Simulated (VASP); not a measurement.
A convergence study with VASP on MgTe (zinc blende): one setting is varied, all else stays as given below, so the limit is that of these other settings. Each run relaxes cell and ions from the cell shown. The basis is that of the starting cell, so low cut-offs carry a Pulay error.

```yaml
crystal:
  lattice:
    - [0.00000, 3.21000, 3.21000]
    - [3.21000, 0.00000, 3.21000]
    - [3.21000, 3.21000, 0.00000]
  atoms:
    - { symbol: Mg, position: [0.00000, 0.00000, 0.00000] }
    - { symbol: Te, position: [0.25000, 0.25000, 0.25000] }
```

The numbers are results of PBE GGA, VASP's PBE PAW potentials (set 64) (plane waves; VASP), not measurements. The tightest run used: 700 eV cut-off, 6×6×6 Γ-centred mesh, Gaussian smearing of 0.050 eV, potentials Mg Te.

Gaps are read on the run's mesh, which can miss a band edge.

```
setting      relaxed volume (Å³/atom)  E (eV/atom)  gap on the mesh (eV)  plane waves
-----------  ------------------------  -----------  --------------------  -----------
ENCUT = 150                    34.283      -3.1936                 2.333          286
ENCUT = 200                    34.401      -3.1984                 2.326          444
ENCUT = 250                    34.442      -3.2000                 2.322          609
```

### Question
These are the cheaper rows. Estimate the results at ENCUT = 700, and how far the last row shown lies from them.

### Answer

```tsv
quantity	tightest run	last row shown is off by
relaxed volume (Å³/atom)	34.456	-0.015
E (eV/atom)	-3.2013	0.0013
gap on the mesh (eV)	2.321	0.002
```

Left out are rungs that failed or repeat a setting and relaxations that didn't move; long series are thinned to 24 rows.

The compound is MgTe in the zinc blende structure, whereas wurtzite is the usual form.
